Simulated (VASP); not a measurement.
Given:

```
CsPbCl3
1.0
    5.74239     0.00000     0.00000
    0.00000     5.74239     0.00000
    0.00000     0.00000     5.74239
Cs Pb Cl
1 1 3
Direct
  0.00000   0.00000   0.00000
  0.50000   0.50000   0.50000
  0.50000   0.00000   0.50000
  0.00000   0.50000   0.50000
  0.50000   0.50000   0.00000
```

Method: TPSS meta-GGA, VASP's PBE PAW potentials (set 64) (plane waves; VASP). Numerical set-up: 520 eV cut-off, 5×5×5 Γ-centred mesh, tetrahedra with Blöchl corrections, potentials Cs_sv Pb_d Cl.

The cores are frozen, which limits the accuracy of field gradients.

Question: Give the principal components of the electric field gradient (V/Å²) and the asymmetry η at each nucleus.

Answer: 
```
atom    Vxx    Vyy   Vzz     η
----  -----  -----  ----  ----
Cs1     0.0    0.0   0.0     -
Pb2     0.0    0.0   0.0     -
Cl3   -45.5  -45.5  91.0  0.00
Cl4   -45.5  -45.5  91.0  0.00
Cl5   -45.5  -45.5  91.0  0.00
```

The compound is CsPbCl3 in the cubic perovskite structure, the ideal cubic form; the compound distorts at low or room temperature. It was relaxed first, which changed the volume by +7 %.
